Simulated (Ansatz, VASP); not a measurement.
## Si: VASP beside Ansatz

```xyz
2
Lattice="0.0000 2.7168 2.7168 2.7168 0.0000 2.7168 2.7168 2.7168 0.0000" Properties=species:S:1:pos:R:3 pbc="T T T"
Si    4.0752    4.0752    4.0752
Si    2.7168    2.7168    2.7168
```

Alike in both runs: task relaxation of cell and atoms; functional PBEsol; k mesh 12 × 12 × 12; no spin polarisation.

|  | VASP | Ansatz |
| --- | --- | --- |
| version | VASP 6.6.1 | Ansatz 0.2.0 |
| potentials or method | VASP PAW PBE potentials, release 64 (Si) | scalar-relativistic, plane waves, PAW |
| plane-wave cutoff (eV) | 600 | 420 |
| occupations | gaussian, width 0.01 eV | fixed |
| valence electrons in the cell | 8 | 8 |

```tsv
	VASP	Ansatz	Ansatz less VASP
gap on the k mesh at the Fermi level, each at its own relaxed structure (eV)	0.46	0.46	+0.003
relaxed volume (Å³/atom)	20.08	20.05	-0.022
relaxed cell length with the largest relative difference (Å)	3.844	3.842	-0.0014
```

Caveats: the PAW data sets were made with another functional, which shifts forces and pressure a little (VASP). A k mesh can miss the band edges.
